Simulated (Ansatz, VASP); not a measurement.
# Cu (Cu(110)): VASP beside Ansatz, part 2 of 2

Aim: how closely do two programs agree when they are given the same cell, functional and k mesh? Of the first pair: The cell is taken from a series of runs on this material, whose earlier steps may have relaxed, scaled, displaced or heated it; both programs get it as it stands.

VASP 6.6.1 and Ansatz 0.2.0.

So far: Set-up; VASP: single point, PBE, pair 1; Ansatz: single point, PBE, pair 1; Comparison; Other set-ups; Ansatz: relaxation, PBE.

**7. VASP: single point, PBE, start cell, pair 2**

Level of this step: PBE; plane waves and PAW (Cu) (VASP).

The same cell, functional, mesh and smearing now go to VASP, with its own data sets.

The input, INCAR:

```
SYSTEM = Cu
PREC = Accurate
ENCUT = 520
EDIFF = 1E-06
NELM = 120
ISMEAR = -1
SIGMA = 0.1
LREAL = .FALSE.
ALGO = Normal
GGA = PE
NBANDS = 22
LASPH = .TRUE.
LORBIT = 11
LWAVE = .FALSE.
LCHARG = .FALSE.
ISIF = 2
LDIPOL = .TRUE.
IDIPOL = 3
DIPOL = 0.5 0.5 0.5
LVHAR = .TRUE.
GGA_COMPAT = .FALSE.
NELMDL = -8
```

The input, POSCAR:

```
Cu
1.0
    3.6100000000      0.0000000000      0.0000000000
    0.0000000000      2.5526554801      0.0000000000
    0.0000000000      0.0000000000     20.5526554801
Cu
3
Direct
    0.0000000000      0.0000000000      0.4378996188
    0.5000000000      0.5000000000      0.4999999883
    0.0000000000      0.0000000000      0.5621003578
```

The input, KPOINTS:

```
Automatic mesh
0
Gamma
9 12 1
0 0 0
```

Potentials, in the order of the species: Cu (PBE family, release 64).

Started as:

```console
$ mpirun -np 1 vasp_std
```

Numbers of over 12 decimals in the logs are rounded to 6 here.

What it wrote:

```text
[... set-up lines as in an earlier step ...]
 entering main loop
       N       E                     dE             d eps       ncg     rms          rms(c)
DAV:   1     0.241277814091E+03    0.24128E+03   -0.12687E+04  1540   0.141E+03
DAV:   2    -0.126962356431E+01   -0.24255E+03   -0.22982E+03  1540   0.315E+02
DAV:   3    -0.111075585592E+02   -0.98379E+01   -0.94773E+01  1804   0.105E+02
DAV:   4    -0.113798637513E+02   -0.27231E+00   -0.27093E+00  1850   0.192E+01
[...]
DAV:  24    -0.942173172377E+01   -0.22641E-05   -0.13102E-07  1130   0.754E-03    0.188E-04
DAV:  25    -0.942173365704E+01   -0.19333E-05   -0.11276E-07  1010   0.633E-03    0.596E-04
DAV:  26    -0.942173453856E+01   -0.88152E-06   -0.80062E-08  1028   0.903E-03
   1 F= -.94217345E+01 E0= -.94055077E+01  d E =-.324536E-01
```

OUTCAR, selected parts (step 7):

```text
  Total       -1.9715767     -1.9469941     -0.8068642      0.0000000      0.0000000      0.0000000
  in kB      -16.6784974    -16.4705416     -6.8256448      0.0000000      0.0000000      0.0000000
  external PRESSURE =     -13.3248946 kB  Pullay stress =       0.0000000 kB

 POSITION                                       TOTAL-FORCE (eV/Angst)
 -----------------------------------------------------------------------------------
      0.00000      0.00000      9.00000         0.000000      0.000000      0.310413
      1.80500      1.27633     10.27633         0.000000      0.000000      0.000000
      0.00000      0.00000     11.55265         0.000000     -0.000000     -0.310413
 -----------------------------------------------------------------------------------
    total drift:                                0.000000      0.000000      0.000524

  FREE ENERGIE OF THE ION-ELECTRON SYSTEM (eV)
  ---------------------------------------------------
  free  energy   TOTEN  =        -9.4217345386 eV

  energy  without entropy=       -9.3892809044  energy(sigma->0) =       -9.40550772

[... 2 parts as in an earlier step ...]

[... 1 further part left out ...]
[key lines of the parts left out:]
E-fermi :  -2.1334
```

**8. Side by side**

What differs besides the data sets and the points named for the pairs above, as far as they apply: the data sets hold 57 valence electrons in Ansatz (on its default PAW (the set named soft_2) files) and 33 in VASP. Total energies have different zeros and are not compared.

Forces (eV/Å; atoms numbered as in POSCAR):

```tsv
atom	Ansatz x, y, z	VASP x, y, z
Cu1	0.000, 0.000, 0.335	0.000, 0.000, 0.310
Cu2	0.000, 0.000, 0.000	0.000, 0.000, 0.000
Cu3	0.000, 0.000, -0.335	0.000, 0.000, -0.310
```

The forces differ by 12 meV/Å r.m.s., which is 8.0 % of the r.m.s. force of 0.146 eV/Å (both taken over all components). With vacuum in the cell, a pressure given here is an average over mostly empty space and none of the material.

**9. Ansatz: relaxation, PBE**

This run makes the geometry at which the two programs are then compared.

The structure compared here is the end of the Ansatz relaxation.

The input, input.yaml:

```yaml
crystal:
  lattice:
    - [3.61, 0.0, 0.0]
    - [0.0, 2.5526554801, 0.0]
    - [0.0, 0.0, 20.5526554801]
  atoms:
    - { symbol: Cu, position: [0.0, 0.0, 0.4378996188] }
    - { symbol: Cu, position: [0.5, 0.5, 0.5] }
    - { symbol: Cu, position: [0.0, 0.0, 0.5621003812] }
kpoints:
  mp_grid: { grid: [9, 12, 1] }
hamiltonian:
  xc: pbe
scf:
  occupations: { method: fermi_dirac, width: 0.1 }
efield:
  axis: 3
  dipole_correction: true
  ramp_width: 0.05
relax:
  f_tol: 0.02
  max_steps: 60
  constraints: [{ sites: [0] }]
output:
  write_potential: true
  write_density: true
  volumetric_format: npy
```

Started as:

```console
$ ansatz run input.yaml --threads 4 --pin off --max-ram 8192MiB --backend cpu --events-out ev --progress --plain --runs-dir out
```

What it wrote:

```text
[...]
Crystal: 3 atoms, lattice volume = 189.394 Å³
Basis set: ecut = 420 eV, 3717 PW (Γ), exchange–correlation on 50×36×288 points (8 copies of the dense FFT grid, shifted against one another)
Bands: 35, of which v1, the nominal top of the filled ones, is band 29 counted from 1 (28 counted from 0)
Symmetry: 4 space group operations
k-points: 35 of 108
[...]
--- Relaxed structure (4 steps of the walk, 4 accepted, 0 SCFs on fresh bases) ---
  F+E_penalty+E_count = -19873.73540950 eV   max|allowed force component| = 1.567e-3 eV/Å
  atoms:
    - { symbol: Cu, position: [0.0, 0.0, 0.437900] }
    - { symbol: Cu, position: [0.5, 0.5, 0.497521] }
    - { symbol: Cu, position: [-4.699830308786114e-18, 0.0, 0.557143] }
[key lines of the parts left out:]
SCF converged after 6 iterations
Free energy (F): -19873.735409 eV
Fermi energy:    -0.428577 eV
Dipole field:    D = 0.000017 V/Å  (p = 0.000018 e·Å, saw-weighted, corrected)
Work function:   Φ+ = 4.4251 eV   Φ− = 4.4255 eV
```

**10. VASP: single point, PBE, relaxed cell, pair 3**

The same cell, functional, mesh and smearing now go to VASP, with its own data sets.

INCAR, as its differences from that of step 7:

```diff
@@ -18,3 +18,3 @@
 IDIPOL = 3
-DIPOL = 0.5 0.5 0.5
+DIPOL = 0.5 0.5 0.498
 LVHAR = .TRUE.
```

The input, POSCAR:

```
Cu
1.0
    3.6100000000      0.0000000000      0.0000000000
    0.0000000000      2.5526554801      0.0000000000
    0.0000000000      0.0000000000     20.5526554801
Cu
3
Direct
    0.0000000000      0.0000000000      0.4378996188
    0.5000000000      0.5000000000      0.4975214941
    0.0000000000      0.0000000000      0.5571433694
```

KPOINTS is that of step 7.

Started as:

```console
$ mpirun -np 1 vasp_std
```

What it wrote:

```text
[... set-up lines as in an earlier step ...]
 entering main loop
       N       E                     dE             d eps       ncg     rms          rms(c)
[... 26 cycles as in an earlier step ...]
   1 F= -.94371795E+01 E0= -.94209260E+01  d E =-.325070E-01
```

Parts of OUTCAR (step 10):

```text
[... 6 parts as in an earlier step ...]

[... 1 further part left out ...]
[key lines of the parts left out:]
E-fermi :  -2.1297
```

**11. Comparison**

What differs besides the data sets and the points named for the pairs above, as far as they apply: the data sets hold 57 valence electrons in Ansatz (on its default PAW (the set named soft_2) files) and 33 in VASP. Total energies have different zeros and are not compared.

Compared:

```tsv
quantity	Ansatz	VASP	difference
work function, lower of the two faces (eV)	4.43	4.41	+0.02
work function, higher of the two faces (eV)	4.43	4.41	+0.02
```

At this near-relaxed geometry the largest component of a force difference is 30 meV/Å. With vacuum in the cell, a pressure given here is an average over mostly empty space and none of the material.

**12. Outcome**

| Quantity | Value |
| --- | --- |
| r.m.s. force difference (single point, PBE, pair 1) | 14 meV/Å |
| r.m.s. force difference (single point, PBE, start cell, pair 2) | 12 meV/Å |
| r.m.s. force difference (single point, PBE, relaxed cell, pair 3) | 14 meV/Å |

The r.m.s. force difference is 14 meV/Å (single point, PBE, pair 1), beyond the 12 meV/Å picked in this series as the mark of a large difference. The data sets hold unlike numbers of valence electrons (57 in Ansatz and 33 in VASP), so part of the differences comes from the potentials. Single point, PBE, pair 1, VASP with the data sets Cu_sv_GW and a cutoff of 610 eV: r.m.s. force difference goes from 14 to 0.86 meV/Å; the difference in work function, lower of the two faces goes from 0.017 to -0.0031 eV; the difference in work function, higher of the two faces goes from 0.018 to -0.0030 eV. What causes the difference of the single point, PBE, relaxed cell, pair 3 pair stays open here. Such differences can come from data sets, numerical settings and the points named under the comparisons, not from the functional's error against experiment.

[Lines on the potential files, build, host, timing and source positions are cut from VASP's logs without a mark.]

[Logs are printed without paths, hosts, clocks, repeated set-up lines and the standing remarks that a program may print on its own settings, such as how far it seeks lower states.]

[Hosts, paths, dates, database ids (printed as entryN), source tags and the programs' standing remarks are cut or masked in the printed files.]
